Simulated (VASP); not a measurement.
Data:

```yaml
crystal:
  lattice:
    - [0.00000, 2.88593, 2.88593]
    - [2.88593, 0.00000, 2.88593]
    - [2.88593, 2.88593, 0.00000]
  atoms:
    - { symbol: As, position: [0.25000, 0.25000, 0.25000] }
    - { symbol: V, position: [0.00000, 0.00000, 0.00000], spin: 2.0 }
```

Calculation: PBE GGA, VASP's PBE PAW potentials (set 64) (plane waves; VASP). Run with 300 eV cut-off, 5×5×5 Γ-centred mesh, Gaussian smearing of 0.27 eV, potentials As V_sv.

Task: Give the spin-up energies of bands 6 to 13 at the high-symmetry points, in eV from the valence-band maximum.

Result: 
```tsv
band	Γ	X	U	L	W
6	-2.19	-3.81	-3.35	-3.74	-2.99
7	-2.19	-1.48	-2.35	-1.99	-2.75
8	-2.19	-1.48	-1.65	-1.99	-1.55
9	-0.31	-0.58	-0.59	-0.09	-0.66
10	-0.31	0.00	-0.12	-0.09	-0.14
11	3.24	0.22	0.28	0.28	0.07
12	4.25	0.87	0.92	2.61	0.80
13	4.25	0.87	1.47	2.61	1.42
```

Task: Give the spin-down energies of bands 6 to 13 at the high-symmetry points, in eV from the valence-band maximum.

Result: 
```tsv
band	Γ	X	U	L	W
6	-1.58	-3.45	-3.00	-3.52	-2.64
7	-1.58	-1.22	-2.15	-1.36	-2.44
8	-1.58	-1.22	-1.23	-1.36	-1.41
9	1.74	0.51	0.66	1.68	0.55
10	1.74	1.95	1.73	1.85	1.41
11	3.67	2.13	1.81	1.85	2.15
12	5.02	2.13	2.61	3.48	2.27
13	5.02	2.19	2.85	3.48	3.13
```

The gap is indirect, 0.07 eV, from the valence maximum at X to the conduction minimum at W.

The structure was generated: VAs was put into an ordered model structure, which need not be its known phase. The cell was not relaxed at this level.
